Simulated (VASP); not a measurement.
Input:

```yaml
crystal:
  lattice:
    - [2.61890, 0.00000, 0.00000]
    - [-1.30945, 2.26803, 0.00000]
    - [0.00000, 0.00000, 16.12932]
  atoms:
    - { symbol: N, position: [0.00000, 0.00000, 0.50000] }
    - { symbol: Ni, position: [0.33333, 0.66667, 0.56601], spin: 2.0 }
    - { symbol: Ni, position: [0.66667, 0.33333, 0.43399], spin: 2.0 }
```

Level of theory: PBE GGA, VASP's PBE PAW potentials (set 64) (plane waves; VASP 6.6.1). Settings: 400 eV cut-off, 12×12×1 Γ-centred mesh, Gaussian smearing of 0.14 eV, potentials N Ni.

The cell holds a wide vacuum, so values per volume refer to the whole cell. The moments were started parallel, and other spin orders were not tried in this run.

Q: Estimate the cell moment, energy per atom (σ→0), largest force, band gap (on the k-mesh) with the smallest direct gap where there is one.

A: 
```
Item                                                        Result
------------------------  ----------------------------------------
band gap (on the k-mesh)  none (metal, semimetal or under 0.01 eV)
cell moment                                                0.00 μB
energy per atom (σ→0)                               -5.627 eV/atom
largest force                                           1.643 eV/Å
```

Only differences to runs with the same potentials and settings are physical.

The cell is a sheet with vacuum, built from a generated structure.
